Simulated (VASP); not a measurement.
Here is the system:

```
CELL_PARAMETERS angstrom
      3.58092     0.00000     0.00000
     -1.79046     3.10117     0.00000
      0.00000     0.00000     6.41259
ATOMIC_POSITIONS crystal
  Ti 0.00000 0.00000 0.00000
  Ti 0.00000 0.00000 0.50000
  Ge 0.33333 0.66667 0.25000
  Ge 0.66667 0.33333 0.75000
```

Calculation: r2SCAN meta-GGA, VASP's PBE PAW potentials (set 64) (plane waves; VASP). Run with 400 eV cut-off, 9×9×5 Γ-centred mesh, first-order Methfessel-Paxton smearing of 0.10 eV, potentials Ti_sv Ge_d.

Question: What does the run give for the energy per atom (σ→0), band gap (on the k-mesh) with the smallest direct gap where there is one?

Answer: 
```
Quantity                                                    Result
------------------------  ----------------------------------------
band gap (on the k-mesh)  none (metal, semimetal or under 0.01 eV)
energy per atom (σ→0)                              -13.906 eV/atom
```

Only differences to runs with the same potentials and settings are physical.

The structure was generated: TiGe was put into the NiAs type (P6_3/mmc), which need not be its known phase. It was relaxed first, which changed the volume by -13 %. The start is the result of an earlier pass.
